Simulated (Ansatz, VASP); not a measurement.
## Two plane-wave programs on Be3ReH

```
CELL_PARAMETERS angstrom
2.85769 0.00000 0.00000
0.00000 2.85769 0.00000
0.00000 0.00000 5.53032
ATOMIC_POSITIONS crystal
Be 0.00000 0.00000 0.50000
Be 0.50000 0.50000 0.64270
Be 0.50000 0.50000 0.35730
Re 0.50000 0.50000 0.00000
H 0.00000 0.00000 0.00000
```

Alike in both runs: task single point; functional PBE; k mesh 6 × 6 × 4; occupations gaussian, width 0.1 eV; no spin polarisation.

|  | VASP | Ansatz |
| --- | --- | --- |
| version | VASP 6.6.1 | Ansatz 0.2.0 |
| potentials or method | VASP PAW PBE potentials, release 64 (Be, Re, H) | scalar-relativistic, plane waves, PAW |
| plane-wave cutoff (eV) | 520 | 420 |
| valence electrons in the cell | 14 | 22 |

```tsv
	VASP	Ansatz	Ansatz less VASP
gap on the k mesh at the Fermi level (eV)	none	none	-
pressure (GPa)	22.0	21.6	-0.37
largest component of the traceless stress (GPa)	63.97	63.97	-0.001
rms of the force components (eV/Å)	1.107	1.109	+0.0028
```

Atom by atom the forces differ by 0.003 eV/Å (rms over components). A gap of «none» marks a metal or a gap that the smearing closes. The two sets of potentials don't hold the same shells in valence.

Caveats: the k mesh is coarse (spacing up to 0.37 Å⁻¹), so the values aren't converged; so large a pressure means that the cell lies far from this level's equilibrium, or that cutoff or potentials fall short (VASP); forces of over 1 eV/Å show positions far from the minimum, so gaps and moduli don't describe the material at rest. The runs have no spin-orbit coupling, so splittings on Re are missing.
